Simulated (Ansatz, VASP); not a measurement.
# SiGe in two plane-wave programs

Wanted: the spread between two codes on one cell, functional and k mesh. The cell is generated by rule, not measured, and may not be a known phase. The cell is taken from a series of runs on this material, whose earlier steps may have relaxed, scaled, displaced or heated it; both programs get it as it stands.

Calculated with Ansatz 0.2.0; plane waves, with VASP 6.6.1 beside it; zone-centre phonons at LDA.

The structure was built from a prototype and need not be the compound's stable phase.

### Step 1. The starting structure

The structure is tetragonal, space group I-4m2 (No. 119). The conventional cell has a = 3.890 Å, b = 3.890 Å, c = 16.524 Å, α = 90.00°, β = 90.00°, γ = 90.00°. Nearest to Si lie 2 Si at 2.35 Å and 2 Ge at 2.38 Å. Si has 4 Si at 2.35 Å nearest. Nearest to Ge lie 2 Si at 2.38 Å and 2 Ge at 2.41 Å. Ge has 4 Ge at 2.41 Å nearest. Farther neighbours are not listed.

### Step 2. Ansatz: zone-centre phonons, LDA

Ansatz runs on its PAW soft_1 files.

Second derivatives magnify differences that forces hide, and they need a tight electronic threshold.

Contents of input.yaml:

```yaml
crystal:
  lattice:
    - [3.8900408136, -0.0001087843, -1.48834e-05]
    - [-0.0001087843, 3.8900408136, -1.48834e-05]
    - [1.9449294785, 1.9449294785, 8.2621129176]
  atoms:
    - { symbol: Si, position: [-0.0030187399, -0.003023396, 0.0060300713] }
    - { symbol: Si, position: [0.4166611294, 0.916672204, 0.1666666667] }
    - { symbol: Si, position: [0.3363567293, 0.3363520733, 0.327303262] }
    - { symbol: Ge, position: [0.7532049829, 0.2532031312, 0.4936024654] }
    - { symbol: Ge, position: [0.6666656963, 0.6666676371, 0.6666666667] }
    - { symbol: Ge, position: [0.0801302021, 0.5801283504, 0.839730868] }
kpoints:
  mp_grid: { grid: [8, 8, 4], shift: [0.5, 0.5, 0.5] }
hamiltonian:
  xc: lda
  pseudopotentials: { kind: paw, azcp: { folder: soft_1 }, xc_functional: pbe }
scf:
  occupations: { method: fixed }
output:
  eigenvalues: true
phonons:
  method: dfpt
```

Run with:

```
$ ansatz run input.yaml --threads 4 --pin off --max-ram 16384MiB --backend cpu --events-out ev --progress --plain --runs-dir out
```

Numbers of over 12 decimals in the logs are rounded to 6 here.

The log of the run:

```text
Warning: 2 symmetry operations that the atoms keep within the bar at which the run's group was sought (crystal.symmetry.tolerance 1.0e-5, or twice it) were not taken beside the 2 unitary ones that the detection took (of a slab, those that keep its plane). If the more symmetric cell is meant, write the vectors of crystal.lattice to more decimals, or, with the positions in fractional coordinates, give it by lengths and [...]
Engine: ansatz 0.2.0, aarch64-unknown-linux-gnu
Pseudopotentials: kind: paw
Pseudopotential: Si, paw, valence charge 4, recommended cutoff 420 eV (normal), soft_1/Si.paw.azcp
Pseudopotential: Ge, paw, valence charge 14, recommended cutoff 420 eV (normal), soft_1/Ge.paw.azcp
Functional definition: SPW92
  exchange = slater_x
  correlation = pw_c
Crystal: 6 atoms, lattice volume = 125.026 Å³
Basis set: ecut = 420 eV, 2495 PW (Γ), exchange–correlation on 54×54×120 points (8 copies of the dense FFT grid, shifted against one another)
Bands: 33, of which v1, the nominal top of the filled ones, is band 27 counted from 1 (26 counted from 0)
Symmetry: 2 space group operations
k-points: 128 of 256 (irreducible under 1 space group operation, time reversal used)
Non-local potential: Si, projectors of the file, l = 0: 2, l = 1: 2, l = 2: 1
Non-local potential: Ge, projectors of the file, l = 0: 2, l = 1: 2, l = 2: 3, l = 3: 1
PAW form: soft (Blöchl's): semilocal exchange-correlation on the pseudo side does not see the compensation charge
PAW frozen core: Si, regenerated for the run's functional, and the local potential with it (the file was generated under x = pbe(κ = 0.804, μ = 0.219515), c = pbe(β = 0.066725))
PAW frozen core: Ge, regenerated for the run's functional, and the local potential with it (the file was generated under x = pbe(κ = 0.804, μ = 0.219515), c = pbe(β = 0.066725))
PAW one-centre angular grid: Si, 110 points (default); XC on 64 Gauss nodes
PAW one-centre angular grid: Ge, 590 points (default); XC on 64 Gauss nodes
Initial density: superposition of atomic densities (chi_scale 0.1, normalization cell, long waves kept (reshape's long-wave potential 0.13 eV rms))
Initial wavefunctions: pseudopotential atomic-orbital guess
Functional: x = slater, c = lda
SCF iter   1: F=—  HF=-14473.749672 eV  |F-HF|=—  |Δ(HF+E_count)|=         —  Δρ=4.21e-2  dr2=2.37e0  ethr=3.10e-3  ⟨swp⟩=5.0  Hψ=15883  notcnv=0  defer=437
preconditioner: auto → Resta (q_TF=auto, 2.372 Å⁻¹)  ε∞=2.7  [insulator: Δε(μ)=0.881 eV  Ē_g=18.479 eV  n_scr=26 (ndim 8)  ℏωp=24.4 eV  f_vac=0.000  ε∞_Penn≈2.7]
SCF iter   2: F=—  HF=-14473.262371 eV  |F-HF|=—  |Δ(HF+E_count)|=   4.87e-1  Δρ=2.32e-2  dr2=6.43e-1  ethr=3.10e-3  ⟨swp⟩=2.3  Hψ=5635  notcnv=0  defer=475
SCF iter   3: F=—  HF=-14473.113671 eV  |F-HF|=—  |Δ(HF+E_count)|=   1.49e-1  Δρ=4.77e-3  dr2=1.27e-1  ethr=1.19e-3  ⟨swp⟩=2.8  Hψ=5681  notcnv=0  defer=501
SCF iter   4: F=—  HF=-14473.084344 eV  |F-HF|=—  |Δ(HF+E_count)|=   2.93e-2  Δρ=1.46e-3  dr2=2.14e-3  ethr=2.35e-4  ⟨swp⟩=2.9  Hψ=8423  notcnv=0  defer=512
SCF iter   5: F=—  HF=-14473.084536 eV  |F-HF|=—  |Δ(HF+E_count)|=   1.91e-4  Δρ=5.22e-4  dr2=2.87e-4  ethr=3.96e-6  ⟨swp⟩=2.0  Hψ=8211  notcnv=0  defer=512
SCF iter   6: F=—  HF=-14473.084612 eV  |F-HF|=—  |Δ(HF+E_count)|=   7.69e-5  Δρ=9.75e-5  dr2=2.14e-5  ethr=5.31e-7  ⟨swp⟩=2.0  Hψ=6560  notcnv=0  defer=505
SCF iter   7: F=—  HF=-14473.084612 eV  |F-HF|=—  |Δ(HF+E_count)|=   2.38e-8  Δρ=2.58e-5  dr2=9.38e-7  ethr=3.97e-8  ⟨swp⟩=3.0  Hψ=7485  notcnv=0  defer=441
SCF iter   8: F=—  HF=-14473.084611 eV  |F-HF|=—  |Δ(HF+E_count)|=   1.36e-6  Δρ=9.59e-6  dr2=1.75e-7  ethr=1.74e-9  ⟨swp⟩=2.0  Hψ=7541  notcnv=0  defer=252
SCF iter   9: F=—  HF=-14473.084611 eV  |F-HF|=—  |Δ(HF+E_count)|=   7.40e-8  Δρ=2.31e-6  dr2=2.82e-9  ethr=3.24e-10  ⟨swp⟩=2.0  Hψ=7485  notcnv=0  defer=251
SCF iter  10: F=—  HF=-14473.084611 eV  |F-HF|=—  |Δ(HF+E_count)|=   7.48e-9  Δρ=3.23e-7  dr2=1.10e-10  ethr=5.22e-12  ⟨swp⟩=2.0  Hψ=7403  notcnv=0  defer=252
SCF iter  11: F=-14473.084611 eV  HF=-14473.084611 eV  |F-HF|=3.64e-12  |Δ(HF+E_count)|=    0.00e0  Δρ=6.71e-8  dr2=6.55e-12  ethr=1.00e-12  ⟨swp⟩=14.8  Hψ=29076  notcnv=0
SCF 1 converged in 11 iterations: F = -14473.084611 eV  dr2 = 6.55e-12
  greatest PAW one-centre occupation: 0.998 electrons in one spin orbital (limit 2), on the Ge atom at site 4 (counted from 0), in its partial waves of l = 2
DFPT response loops at Γ: preconditioner auto → Resta (q_TF=auto, 2.372 Å⁻¹)  ε∞=10.2 (no band partly filled); β = 1.00, the filter's whole step (`scf.mixing.beta` (0.50) is not read by the response loops at its default; to damp them type it under 1.00, their step now; it binds the ground state too); Broyden in place of MSR1
SCF converged after 11 iterations
Free energy (F): -14473.084611 eV
Harris-Foulkes:  -14473.084611 eV  (|F-HF|=3.64e-12)
Internal energy: -14473.084611 eV  (E = F + TS)
E sigma→0 (E₀):  -14473.084611 eV
Fermi energy:    7.390464 eV
--- Per-component energies (eV) ---
  E_band       = -463.834926
  E_kinetic    = 403.648556
  E_local      = -8629.650027  (includes V_loc(G=0)·N_el)
  E_nonlocal   = 735.588935
  E_hartree    = 4131.451001
  E_xc         = -383.135264
  E_vxc        = -342.206181  (∫ρ·V_xc dr)
  E_paw        = -7259.577668  (= ΣΔE_a)
  E_vpaw       = -894.118442  (= ΣTr[D̂ρ^β])
  E_aug_tail   = 0.000178  (compensation charges beyond the density's cutoff)
  E_ewald      = -3477.388294
  E_core_change = 5.977972  (= ΣΔE_core)
  E_smearing   = -0.000000  (= −TS)
  E_closure    = 0.000000  (closes the sum)
  Σ components = -14473.084611   (vs F -14473.084611, Δ=0.00e0)
--- Band table (eV; the first three rows and the last of 128) ---
  k-point 0: bands = [... 23 lower, 5.0776, 6.7057, 7.1816, 7.2566, 8.3247, 8.4356, 9.4888, 9.6987, ... 2 higher]
  k-point 1: bands = [... 23 lower, 5.4868, 5.8770, 6.5561, 7.1790, 8.2548, 8.5463, 9.1519, 9.9105, ... 2 higher]
  k-point 2: bands = [... 23 lower, 5.6915, 6.1630, 6.2855, 6.7756, 8.3056, 8.4313, 9.2696, 9.8380, ... 2 higher]
  k-point 127: bands = [... 23 lower, 5.4307, 5.7966, 6.0841, 6.2346, 8.6192, 9.5326, 9.7091, 10.7390, ... 2 higher]
--- Phonons (Γ-DFPT): 10 representative perturbations + reference, on 128 of 256 k-points (Σ response iterations 35) ---
  k mesh reduced under 1 symmetry operation, with k and −k counted as one. Each operation leaves every solved perturbation unchanged. A smaller set is not used because it would not reduce the number of displacements times k-points to solve
  ASR residual: 3.021e-5 → 0.000e0 eV/Å²; symmetrization residual: 1.016e-5 eV/Å²
  ASR residual per site (eV/Å²): 2.07e-5 1.76e-5 2.07e-5 3.02e-5 2.82e-5 3.02e-5
  Γ frequencies (cm⁻¹): 0.00 0.00 0.00 84.40 84.41 120.15 120.17 206.44 237.01 282.77 282.77 304.83 386.53 386.53 401.37 473.99 475.40 475.42
  non-analytic LO–TO correction: not included (Born effective charges unavailable; polar crystals: no LO–TO splitting at Γ)
```

(Part 1 of 3 ends here.)

[Lines on the potential files, build, host, timing and source positions are cut from VASP's logs without a mark.]

[Logs are printed without paths, hosts, clocks, repeated set-up lines and the standing remarks that a program may print on its own settings, such as how far it seeks lower states.]

[Hosts, paths, dates, database ids (printed as entryN), source tags and the programs' standing remarks are cut or masked in the printed files.]
